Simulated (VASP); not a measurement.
# Be2CdS3 (Cmc2_1) in VASP: a series of runs

Runs on Be2CdS3. Level: PBE. Tasks: band structure.

Program: VASP 6.6.1. These are calculated values, not measurements. Logs are shortened: lines on timing, memory, paths and dates and some standing lists are left out, and cuts for length are marked.

### 1 Starting point

It takes space group Cmc2_1 (No. 36, orthorhombic). Conventional cell: a = 11.047 Å, b = 6.387 Å, c = 5.976 Å, α = 90.00°, β = 90.00°, γ = 90.00°. Around Be (site symmetry 1) lie 4 S at 2.12 to 2.14 Å. Around Cd (site symmetry m) lie 4 S at 2.55 to 2.57 Å. Around S (site symmetry 1) lie 3 Be at 2.12 to 2.14 Å. S (site symmetry m) has 2 Be at 2.13 Å as nearest neighbours.

The cell was built by a generator and needn't be a form met in nature.

### 2 Band structure, PBE

The input, INCAR:

```
PREC = Accurate
ENCUT = 520
EDIFF = 1E-6
ISMEAR = 0
SIGMA = 0.03
LREAL = False
LASPH = True
NELM = 80
ALGO = Normal
ISIF = 2
LWAVE = False
LCHARG = False
GGA = PE
KPAR = 4
```

The input, KPOINTS:

```
Automatic mesh
0
Gamma
  6 6 4
```

The input, POSCAR:

```
Be2CdS3
1.0
    5.5236600000     -3.1932600000      0.0000000000
    5.5236600000      3.1932600000      0.0000000000
    0.0000000000      0.0000000000      5.9756000000
Be Cd S
4 2 6
Direct
    0.4850280000      0.1684930000      0.0043390000
    0.8315070000      0.5149720000      0.0043390000
    0.5149720000      0.8315070000      0.5043390000
    0.1684930000      0.4850280000      0.5043390000
    0.1783380000      0.8216620000      0.9994580000
    0.8216620000      0.1783380000      0.4994580000
    0.5489620000      0.8367180000      0.8610820000
    0.1632820000      0.4510380000      0.8610820000
    0.7827390000      0.2172610000      0.9248950000
    0.4510380000      0.1632820000      0.3610820000
    0.8367180000      0.5489620000      0.3610820000
    0.2172610000      0.7827390000      0.4248950000
```

The input, KPOINTS_OPT:

```
path GXSRAZGYX1A1TY,ZT
15
line-mode
reciprocal
 0.0000000000  0.0000000000  0.0000000000  G
 0.3335515851 -0.3335515851  0.0000000000  X

 0.3335515851 -0.3335515851  0.0000000000  X
 0.0000000000 -0.5000000000  0.0000000000  S

 0.0000000000 -0.5000000000  0.0000000000  S
 0.0000000000 -0.5000000000 -0.5000000000  R

 0.0000000000 -0.5000000000 -0.5000000000  R
 0.3335515851 -0.3335515851 -0.5000000000  A

 0.3335515851 -0.3335515851 -0.5000000000  A
 0.0000000000  0.0000000000 -0.5000000000  Z

 0.0000000000  0.0000000000 -0.5000000000  Z
 0.0000000000  0.0000000000  0.0000000000  G

 0.0000000000  0.0000000000  0.0000000000  G
-0.5000000000 -0.5000000000  0.0000000000  Y

-0.5000000000 -0.5000000000  0.0000000000  Y
-0.3335515851 -0.6664484149  0.0000000000  X1

-0.3335515851 -0.6664484149  0.0000000000  X1
-0.3335515851 -0.6664484149 -0.5000000000  A1

-0.3335515851 -0.6664484149 -0.5000000000  A1
-0.5000000000 -0.5000000000 -0.5000000000  T

-0.5000000000 -0.5000000000 -0.5000000000  T
-0.5000000000 -0.5000000000  0.0000000000  Y

 0.0000000000  0.0000000000 -0.5000000000  Z
-0.5000000000 -0.5000000000 -0.5000000000  T
```

Potentials or basis: VASP PAW PBE potentials, release 64 (Be, Cd, S).

Launch:

```
> cat potpaw_PBE.64/Be/POTCAR potpaw_PBE.64/Cd/POTCAR potpaw_PBE.64/S/POTCAR > POTCAR
> mpirun -np 4 vasp_std > vasp.out
```

OUTCAR:

```text
PREC = Accurate
   ENCUT = 520
   EDIFF = 1E-6
   ISMEAR = 0
   LREAL = False
   LASPH = True
   NELM = 80
   ISIF = 2
   GGA = PE

 ion  position               nearest neighbor table
   1  0.485  0.168  0.004-   8 2.12   7 2.13   9 2.13  10 2.14
   2  0.832  0.515  0.004-   7 2.12   8 2.13   9 2.13  11 2.14
   3  0.515  0.832  0.504-  11 2.12  10 2.13  12 2.13   7 2.14
   4  0.168  0.485  0.504-  10 2.12  11 2.13  12 2.13   8 2.14
   5  0.178  0.822  0.999-   7 2.55   8 2.55  12 2.55   9 2.57   6 3.76   6 3.76
   6  0.822  0.178  0.499-  10 2.55  11 2.55   9 2.55  12 2.57   5 3.76   5 3.76
   7  0.549  0.837  0.861-   2 2.12   1 2.13   3 2.14   5 2.55
   8  0.163  0.451  0.861-   1 2.12   2 2.13   4 2.14   5 2.55
   9  0.783  0.217  0.925-   1 2.13   2 2.13   6 2.55   5 2.57
  10  0.451  0.163  0.361-   4 2.12   3 2.13   1 2.14   6 2.55
  11  0.837  0.549  0.361-   3 2.12   4 2.13   2 2.14   6 2.55
  12  0.217  0.783  0.425-   3 2.13   4 2.13   5 2.55   6 2.57

  LATTYP: Found a base centered orthorhombic cell.
 ALAT       =     6.3865200000
 B/A-ratio  =     1.7297871141
 C/A-ratio  =     0.9356582301

  Lattice vectors:

 A1 = (  -5.5236600000,  -3.1932600000,   0.0000000000)
 A2 = (   5.5236600000,  -3.1932600000,   0.0000000000)
 A3 = (   0.0000000000,   0.0000000000,   5.9756000000)

Analysis of symmetry for initial positions (statically):
=====================================================================
 Subroutine PRICEL returns:
 Original cell was already a primitive cell.

 Routine SETGRP: Setting up the symmetry group for a
 base centered orthorhombic supercell.

 Subroutine GETGRP returns: Found  4 space group operations
 (whereof  2 operations were pure point group operations)
 out of a pool of  8 trial point group operations.

The static configuration has the point symmetry C_1h.
 The point group associated with its full space group is C_2v.

Analysis of symmetry for dynamics (positions and initial velocities):
=====================================================================
 Subroutine PRICEL returns:
 Original cell was already a primitive cell.

 Routine SETGRP: Setting up the symmetry group for a
 base centered orthorhombic supercell.

 Subroutine GETGRP returns: Found  4 space group operations
 (whereof  2 operations were pure point group operations)
 out of a pool of  8 trial point group operations.

The dynamic configuration has the point symmetry C_1h.
 The point group associated with its full space group is C_2v.

 Subroutine INISYM returns: Found  4 space group operations
 (whereof  2 operations are pure point group operations),
 and found     1 'primitive' translations

----------------------------------------------------------------------------------------

                                     Primitive cell

  volume of cell :     210.8010

  direct lattice vectors                    reciprocal lattice vectors
     5.523660000 -3.193260000  0.000000000     0.090519692 -0.156579796  0.000000000
     5.523660000  3.193260000  0.000000000     0.090519692  0.156579796  0.000000000
     0.000000000  0.000000000  5.975600000     0.000000000  0.000000000  0.167347212

  length of vectors
     6.380260906  6.380260906  5.975600000     0.180861956  0.180861956  0.167347212

  position of ions in fractional coordinates (direct lattice)
     0.485028000  0.168493000  0.004339000
     0.831507000  0.514972000  0.004339000
     0.514972000  0.831507000  0.504339000
     0.168493000  0.485028000  0.504339000
     0.178338000  0.821662000  0.999458000
     0.821662000  0.178338000  0.499458000
     0.548962000  0.836718000  0.861082000
     0.163282000  0.451038000  0.861082000
     0.782739000  0.217261000  0.924895000
     0.451038000  0.163282000  0.361082000
     0.836718000  0.548962000  0.361082000
     0.217261000  0.782739000  0.424895000

  ion indices of the primitive-cell ions
   primitive index   ion index
                 1           1
                 2           2
                 3           3
                 4           4
                 5           5
                 6           6
                 7           7
                 8           8
                 9           9
                10          10
                11          11
                12          12

----------------------------------------------------------------------------------------

 KPOINTS: Automatic mesh

Automatic generation of k-mesh.
 Grid dimensions read from file:
 generate k-points for:    6    6    4

 Generating k-lattice:

  Cartesian coordinates                     Fractional coordinates (reciprocal lattice)
     0.015086615 -0.026096633  0.000000000     0.166666667 -0.000000000  0.000000000
     0.015086615  0.026096633  0.000000000    -0.000000000  0.166666667  0.000000000
     0.000000000  0.000000000  0.041836803     0.000000000  0.000000000  0.250000000

  Length of vectors
     0.030143659  0.030143659  0.041836803

  Shift w.r.t. Gamma in fractional coordinates (k-lattice)
     0.000000000  0.000000000  0.000000000

 Subroutine IBZKPT returns following result:
 ===========================================

 Found     39 irreducible k-points:

 Following reciprocal coordinates:
            Coordinates               Weight
  0.000000  0.000000  0.000000      1.000000
  0.166667 -0.000000  0.000000      4.000000
  0.333333  0.000000  0.000000      4.000000
  0.500000  0.000000  0.000000      2.000000
  0.166667  0.166667  0.000000      2.000000
  0.333333  0.166667  0.000000      4.000000
[... 16 lines left out ...]
  0.333333  0.333333  0.250000      4.000000
  0.500000  0.333333  0.250000      8.000000
 [... further k-points ...]
   k-points           NKPTS =     39   k-points in BZ     NKDIM =     39   number of bands    NBANDS=     41
   number of dos      NEDOS =    301   number of ions     NIONS =     12
   total plane-waves  NPLWV = 110592
   dimension x,y,z NGX =    48 NGY =   48 NGZ =   48
   dimension x,y,z NGXF=    96 NGYF=   96 NGZF=   96
   ions per type =               4   2   6
   NGX,Y,Z   is equivalent  to a cutoff of  12.51, 12.51, 13.35 a.u.
   NGXF,Y,Z  is equivalent  to a cutoff of  25.01, 25.01, 26.71 a.u.
 SYSTEM =  unknown system
   PREC   = accura    normal or accurate (medium, high low for compatibility)
   ISTART =      0    job   : 0-new  1-cont  2-samecut
   ICHARG =      2    charge: 1-file 2-atom 10-const
   ISPIN  =      1    spin polarized calculation?
   LNONCOLLINEAR =      F non collinear calculations
   LSORBIT =      F    spin-orbit coupling
   LASPH  =      T    aspherical Exc in radial PAW
   ENCUT  =  520.0 eV  38.22 Ry    6.18 a.u.  11.86 11.86 11.11*2*pi/ulx,y,z
   NELM   =     80;   NELMIN=  2; NELMDL= -5     # of ELM steps
   EDIFF  = 0.1E-05   stopping-criterion for ELM
   LREAL  =      F    real-space projection
   EDIFFG = 0.1E-04   stopping-criterion for IOM
   NSW    =      0    number of steps for IOM
   IBRION =     -1    ionic relax: 0-MD 1-quasi-New 2-CG
   NFREE  =      0    steps in history (QN), initial steepest desc. (CG)
   ISIF   =      2    stress and relaxation
   ISYM   =      2    0-nonsym 1-usesym 2-fastsym
   POTIM  = 0.5000    time-step for ionic-motion
   TEBEG  =    0.0;   TEEND  =   0.0 temperature during run
   PSTRESS=    0.0 pullay stress
   NELECT =      68.0000    total number of electrons
   NUPDOWN=      -1.0000    fix difference up-down
   EMIN   =  10.00;   EMAX   =-10.00  energy-range for DOS
   EFERMI =   0.00;   METHOD = LEGACY
   ISMEAR =     0;   SIGMA  =   0.03  broadening in eV -4-tet -1-fermi 0-gaus
   EFERMI_NEDOS =   21; number of points for ismear=-14 and -15
   IALGO  =     38    algorithm
   IMIX   =      4    mixing-type and parameters
     AMIX     =   0.40;   BMIX     =  1.00
     AMIX_MAG =   1.60;   BMIX_MAG =  1.00
  volume/ion in A,a.u.               =      17.57       118.55
  Fermi-wavevector in a.u.,A,eV,Ry     =   1.122760  2.121709 17.151365  1.260590
  Thomas-Fermi vector in A             =   2.259422
   LORBIT       =      0    0 simple, 1 ext, 2 COOP (PROOUT), +10 PAW based schemes
   GGA     = PE    functional components
   LHFCALC =     F    Hartree Fock is set to
   AEXX    =    0.0000 exact exchange contribution
   IVDW    =     0    specifies the selected vdW correction
   LEPSILON=     F    determine dielectric tensor
   LRPA    =     F    only Hartree local field effects (RPA)
 non-spin polarized calculation
 Gauss-broadening in eV      SIGMA  =   0.03
  energy-cutoff  :      520.00
  volume of cell :      210.80
 maximum number of plane-waves:      5710
   NGX = 23   NGY = 23   NGZ = 23

 number of electron      68.0000007 magnetization

 Free energy of the ion-electron system (eV)
  ---------------------------------------------------
  ext. energy  EPLUGINS =         0.00000000
  ---------------------------------------------------
  free energy    TOTEN  =       -51.94301225 eV

  energy without entropy =      -51.94301225  energy(sigma->0) =      -51.94301225

 E-fermi :   3.0536     XC(G=0):  -9.5975

 val. band max:        2.8753405659   @ k =   0.0000   0.0000   0.0000
 cond. band min:       5.9429741991   @ k =   0.0000   0.0000   0.0000
 fundamental gap:      3.0676336332
 Fermi energy:         3.0535807240

 k-point     1 :       0.0000    0.0000    0.0000
  band No.  band energies     occupation
      1     -10.1868      2.00000
      2      -9.0740      2.00000
      3      -8.7341      2.00000
      4      -8.7188      2.00000
      5      -8.6954      2.00000
      6      -8.6937      2.00000
[... 1045 lines left out ...]
     40       8.2926      0.00000
     41       8.8096      0.00000

 [... further k-points ...]

------------------------ aborting loop because EDIFF is reached ----------------------------------------

  FORCE on cell =-STRESS in cart. coord.  units (eV):
  Direction    XX          YY          ZZ          XY          YZ          ZX
  --------------------------------------------------------------------------------------
  -------------------------------------------------------------------------------------
  Total        0.0029045     -0.0220938      0.0015410      0.0000000      0.0000000      0.0000000
  in kB        0.0220755     -0.1679222      0.0117122      0.0000000      0.0000000      0.0000000
  external PRESSURE =      -0.0447115 kB  Pullay stress =       0.0000000 kB

 VOLUME and BASIS-vectors are now :
 -----------------------------------------------------------------------------
  energy-cutoff  :      520.00
  volume of cell :      210.80
      direct lattice vectors                 reciprocal lattice vectors
     5.523660000 -3.193260000  0.000000000     0.090519692 -0.156579796  0.000000000
     5.523660000  3.193260000  0.000000000     0.090519692  0.156579796  0.000000000
     0.000000000  0.000000000  5.975600000     0.000000000  0.000000000  0.167347212

 POSITION                                       TOTAL-FORCE (eV/Angst)
 -----------------------------------------------------------------------------------
      3.60983     -1.01078      0.02593         0.000460      0.000420      0.001388
      7.43749     -1.01078      0.02593        -0.000460      0.000420      0.001388
      7.43749      1.01078      3.01373        -0.000460     -0.000420      0.001388
      3.60983      1.01078      3.01373         0.000460     -0.000420      0.001388
      5.52366      2.05430      5.97236        -0.000000      0.000380     -0.003863
      5.52366     -2.05430      2.98456        -0.000000     -0.000380     -0.003863
      7.65403      0.91888      5.14548        -0.000016     -0.001076      0.001233
      3.39329      0.91888      5.14548         0.000016     -0.001076      0.001233
      5.52366     -1.80572      5.52680        -0.000000     -0.002148     -0.001378
      3.39329     -0.91888      2.15768         0.000016      0.001076      0.001233
      7.65403     -0.91888      2.15768        -0.000016      0.001076      0.001233
      5.52366      1.80572      2.53900        -0.000000      0.002148     -0.001378
 -----------------------------------------------------------------------------------
    total drift:                                0.000000     -0.000000     -0.000206

  FREE ENERGIE OF THE ION-ELECTRON SYSTEM (eV)
  ---------------------------------------------------
  free  energy   TOTEN  =       -51.9430122458 eV

  energy  without entropy=      -51.9430122458  energy(sigma->0) =      -51.94301225
```

Run time: 3.4 min. Hardware: 4 MPI ranks of Intel Xeon 6975P-C (Granite Rapids), shared host; peak memory 0.63 GiB.

Results:

| Quantity | Value |
| --- | --- |
| Free energy | -51.9430 eV |
| Pressure | 0.0 GPa |
| Largest force | 0.004 eV/Å |
| Band gap on the k mesh | 3.07 eV, direct |
| Band gap along the path | 3.07 eV, direct |

Forces in eV/Å, atoms in the order of the input:
```
Be   0.000  0.000  0.001
Be   0.000  0.000  0.001
Be   0.000  0.000  0.001
Be   0.000  0.000  0.001
Cd   0.000  0.000 -0.004
Cd   0.000  0.000 -0.004
S    0.000 -0.001  0.001
S    0.000 -0.001  0.001
S    0.000 -0.002 -0.001
S    0.000  0.001  0.001
S    0.000  0.001  0.001
S    0.000  0.002 -0.001
```

Levels at the corners of the path, in eV from the valence-band top:
```csv
point,band 30,band 31,band 32,band 33,band 34,band 35,band 36,band 37,band 38,band 39
Γ,-0.85,-0.78,-0.11,-0.01,0.00,3.07,3.51,4.33,4.40,5.71
X,-1.08,-1.02,-0.69,-0.56,-0.50,3.57,3.71,4.49,4.89,5.31
X,-1.08,-1.02,-0.69,-0.56,-0.50,3.57,3.71,4.49,4.89,5.31
S,-1.11,-0.93,-0.87,-0.69,-0.41,3.44,3.92,5.18,5.20,5.38
S,-1.11,-0.93,-0.87,-0.69,-0.41,3.44,3.92,5.18,5.20,5.38
R,-1.54,-0.96,-0.96,-0.58,-0.58,3.84,3.84,4.98,4.98,5.07
R,-1.54,-0.96,-0.96,-0.58,-0.58,3.84,3.84,4.98,4.98,5.07
A,-1.10,-1.05,-1.05,-0.76,-0.76,3.99,3.99,4.49,4.49,4.65
A,-1.10,-1.05,-1.05,-0.76,-0.76,3.99,3.99,4.49,4.49,4.65
Z,-0.65,-0.46,-0.46,-0.35,-0.35,3.96,3.96,4.88,4.88,5.49
Z,-0.65,-0.46,-0.46,-0.35,-0.35,3.96,3.96,4.88,4.88,5.49
Γ,-0.85,-0.78,-0.11,-0.01,0.00,3.07,3.51,4.33,4.40,5.71
Γ,-0.85,-0.78,-0.11,-0.01,0.00,3.07,3.51,4.33,4.40,5.71
Y,-1.25,-1.00,-0.76,-0.58,-0.34,3.32,3.89,5.03,5.15,5.39
Y,-1.25,-1.00,-0.76,-0.58,-0.34,3.32,3.89,5.03,5.15,5.39
X1,-1.08,-1.02,-0.69,-0.56,-0.50,3.57,3.71,4.49,4.89,5.31
X1,-1.08,-1.02,-0.69,-0.56,-0.50,3.57,3.71,4.49,4.89,5.31
A1,-1.10,-1.05,-1.05,-0.76,-0.76,3.99,3.99,4.49,4.49,4.65
A1,-1.10,-1.05,-1.05,-0.76,-0.76,3.99,3.99,4.49,4.49,4.65
T,-1.66,-0.93,-0.93,-0.75,-0.75,4.00,4.00,5.01,5.01,5.21
T,-1.66,-0.93,-0.93,-0.75,-0.75,4.00,4.00,5.01,5.01,5.21
Y,-1.25,-1.00,-0.76,-0.58,-0.34,3.32,3.89,5.03,5.15,5.39
Z,-0.65,-0.46,-0.46,-0.35,-0.35,3.96,3.96,4.88,4.88,5.49
T,-1.66,-0.93,-0.93,-0.75,-0.75,4.00,4.00,5.01,5.01,5.21
```

[end of part 1 of 2]
